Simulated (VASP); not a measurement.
Shape and ions are relaxed at each volume.

```cif
data_Co2
_chemical_formula_sum 'Co2'
_space_group_name_H-M_alt 'P 1'
_space_group_IT_number 1
_cell_length_a 2.47112
_cell_length_b 2.47112
_cell_length_c 3.98459
_cell_angle_alpha 90.000
_cell_angle_beta 90.000
_cell_angle_gamma 120.000
loop_
_space_group_symop_operation_xyz
  'x, y, z'
loop_
_atom_site_label
_atom_site_type_symbol
_atom_site_fract_x
_atom_site_fract_y
_atom_site_fract_z
_atom_site_occupancy
Co1 Co 0.33333 0.66667 0.25000 1
Co2 Co 0.66667 0.33333 0.75000 1
```
Starting moments (μB, in the order of the record's atoms Co Co): 1.6 1.6.

The numbers are results of optB86b-vdW, VASP's PBE PAW potentials (set 64) (plane waves; VASP), not measurements. Numerical set-up: 520 eV cut-off, 17×17×9 Γ-centred mesh, first-order Methfessel-Paxton smearing of 0.10 eV, potentials Co.

Problem. Give the energy at these volumes per atom, relative to the lowest: 9.91, 10.23, 10.55, 10.86, 11.18 Å³.

Solution. 29.6, 6.8, 0.0, 6.9, 25.2 meV/atom. A third-order Birch-Murnaghan fit gives B0 = 229 GPa and B0′ = 4.5.

Measured: bulk modulus 193 GPa at 0 K (computed value off by +18.9 %), as given by Vázquez-Parga, Fernández-Martínez, Viñes, J. Chem. Theory Comput. (2023), doi:10.1021/acs.jctc.3c00612, Supporting … [zero-point energy and finite temperature contributions removed].

The compound is Co in the hcp structure. It was relaxed first, which changed the volume by -5 %.
